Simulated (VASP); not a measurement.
All values below come from PBE GGA, VASP's PBE PAW potentials (set 64) (plane waves; VASP 6.6.1).

Input for VASP

File KPOINTS:
```
Automatic mesh
0
Gamma
1 1 1
0 0 0
```

### POSCAR
```
GaZn35O36
1
    4.9323206922    -8.5430313976     0.0000000000
    4.9323206922     8.5430313976     0.0000000000
    0.0000000000     0.0000000000    10.5847753715
Zn O Ga
35 36 1
Direct
  0.2222220000   0.1111110000   0.2500000000
  0.1111110000   0.2222220000   0.0000000000
  0.2222220000   0.1111110000   0.7500000000
  0.1111110000   0.2222220000   0.5000000000
  0.2222220000   0.4444440000   0.2500000000
  0.1111110000   0.5555560000   0.0000000000
  0.2222220000   0.4444440000   0.7500000000
  0.1111110000   0.5555560000   0.5000000000
  0.2222220000   0.7777780000   0.2500000000
  0.1111110000   0.8888890000   0.0000000000
  0.2222220000   0.7777780000   0.7500000000
  0.1111110000   0.8888890000   0.5000000000
  0.5555560000   0.1111110000   0.2500000000
  0.4444440000   0.2222220000   0.0000000000
  0.5555560000   0.1111110000   0.7500000000
  0.4444440000   0.2222220000   0.5000000000
  0.5555560000   0.4444440000   0.2500000000
  0.4444440000   0.5555560000   0.0000000000
  0.5555560000   0.4444440000   0.7500000000
  0.5555560000   0.7777780000   0.2500000000
  0.4444440000   0.8888890000   0.0000000000
  0.5555560000   0.7777780000   0.7500000000
  0.4444440000   0.8888890000   0.5000000000
  0.8888890000   0.1111110000   0.2500000000
  0.7777780000   0.2222220000   0.0000000000
  0.8888890000   0.1111110000   0.7500000000
  0.7777780000   0.2222220000   0.5000000000
  0.8888890000   0.4444440000   0.2500000000
  0.7777780000   0.5555560000   0.0000000000
  0.8888890000   0.4444440000   0.7500000000
  0.7777780000   0.5555560000   0.5000000000
  0.8888890000   0.7777780000   0.2500000000
  0.7777780000   0.8888890000   0.0000000000
  0.8888890000   0.7777780000   0.7500000000
  0.7777780000   0.8888890000   0.5000000000
  0.2222220000   0.1111110000   0.4410000000
  0.1111110000   0.2222220000   0.1910000000
  0.2222220000   0.1111110000   0.9410000000
  0.1111110000   0.2222220000   0.6910000000
  0.2230370000   0.4445880000   0.4365480000
  0.1111110000   0.5555560000   0.1910000000
  0.2222220000   0.4444440000   0.9410000000
  0.1111110000   0.5555560000   0.6910000000
  0.2222220000   0.7777780000   0.4410000000
  0.1111110000   0.8888890000   0.1910000000
  0.2222220000   0.7777780000   0.9410000000
  0.1111110000   0.8888890000   0.6910000000
  0.5555560000   0.1111110000   0.4410000000
  0.4444440000   0.2222220000   0.1910000000
  0.5555560000   0.1111110000   0.9410000000
  0.4444440000   0.2222220000   0.6910000000
  0.5520270000   0.4441260000   0.4382520000
  0.4444440000   0.5555560000   0.1910000000
  0.5555560000   0.4444440000   0.9410000000
  0.4470010000   0.5578400000   0.6929260000
  0.5553270000   0.7725700000   0.4416310000
  0.4444440000   0.8888890000   0.1910000000
  0.5555560000   0.7777780000   0.9410000000
  0.4444440000   0.8888890000   0.6910000000
  0.8888890000   0.1111110000   0.4410000000
  0.7777780000   0.2222220000   0.1910000000
  0.8888890000   0.1111110000   0.9410000000
  0.7777780000   0.2222220000   0.6910000000
  0.8888890000   0.4444440000   0.4410000000
  0.7777780000   0.5555560000   0.1910000000
  0.8888890000   0.4444440000   0.9410000000
  0.7777780000   0.5555560000   0.6910000000
  0.8888890000   0.7777780000   0.4410000000
  0.7777780000   0.8888890000   0.1910000000
  0.8888890000   0.7777780000   0.9410000000
  0.7777780000   0.8888890000   0.6910000000
  0.4398020000   0.5552580000   0.4992950000
```

INCAR:
```
SYSTEM  =  GaZn35O36
PREC  =  Normal; ENCUT  =  400; LREAL  =  Auto
LASPH  =  T; ISYM  =  0; NELECT  =  638.0
EDIFF  =  1E-5; NELM  =  100; NELMIN  =  4
ALGO  =  Fast; LMAXMIX  =  4
ISMEAR  =  0; SIGMA  =  0.05
GGA  =  PE
IBRION  =  2; NSW  =  60; ISIF  =  2
EDIFFG  =  -0.03
LWAVE  =  F; LCHARG  =  F
```

POTCAR, in this order: Zn O Ga (PBE.64 set). Program: vasp_gam.

The cell is charged, with a uniform compensating background. The supercell is sampled at Γ alone, which is coarse: total energies, pressure and levels can be off, energies of defects by several tenths of an eV.

Question: Predict the energy per atom (σ→0).

Answer: 
```
Quantity                                Value
---------------------  ----------------------
energy per atom (σ→0)  -435.2 kJ/mol of atoms
```

File OSZICAR:
```
...
RMM:   4    -0.324782513426E+03    0.15105E-05   -0.27172E-05   492   0.120E-02
  18 F= -.32478251E+03 E0= -.32478251E+03  d E =-.546763E-04
       N       E                     dE             d eps       ncg     rms          rms(c)
DAV:   1    -0.324782503068E+03    0.11869E-04   -0.95320E-03   792   0.191E-01    0.140E-02
RMM:   2    -0.324782521594E+03   -0.18526E-04   -0.19633E-04   737   0.302E-02    0.826E-03
RMM:   3    -0.324782522847E+03   -0.12531E-05   -0.24624E-05   459   0.112E-02    0.521E-03
RMM:   4    -0.324782522767E+03    0.80036E-07   -0.30131E-06   422   0.519E-03
  19 F= -.32478252E+03 E0= -.32478252E+03  d E =-.640169E-04
```

The cell is a supercell with a defect, built from ZnO (wurtzite): Ga_Zn, charge +1. The run is not spin-polarised, so no state with unpaired spins was tried.
